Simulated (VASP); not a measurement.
```
CELL_PARAMETERS angstrom
      2.73299     0.00000     0.00000
      0.00000     2.73299     0.00000
      0.00000     0.00000     3.72741
ATOMIC_POSITIONS crystal
  Fe 0.00000 0.00000 0.00000
  Pt 0.50000 0.50000 0.50000
```
Starting moments (μB, in the order of the record's atoms Fe Pt): 3.3 0.3.

The numbers are results of r2SCAN meta-GGA, VASP's PBE PAW potentials (set 64) (plane waves; VASP), not measurements. Settings: 520 eV cut-off, 15×15×11 Γ-centred mesh, tetrahedra with Blöchl corrections, potentials Fe Pt.

### Question
The job: FePt (L1_0), 2 atoms, r2SCAN, static run, 520 eV, 15×15×11 Γ-centred mesh. Roughly how much core time does it take on a busy server core?

### Answer
About 8 core-minutes (one run on a shared machine, a rough figure). It had 216 irreducible k-points, 15 bands, up to 772 plane waves and 19 electronic steps.

The compound is FePt in the L1_0 structure. It was relaxed first. The spin order is the one that the start imposed; others were not tried in this run.
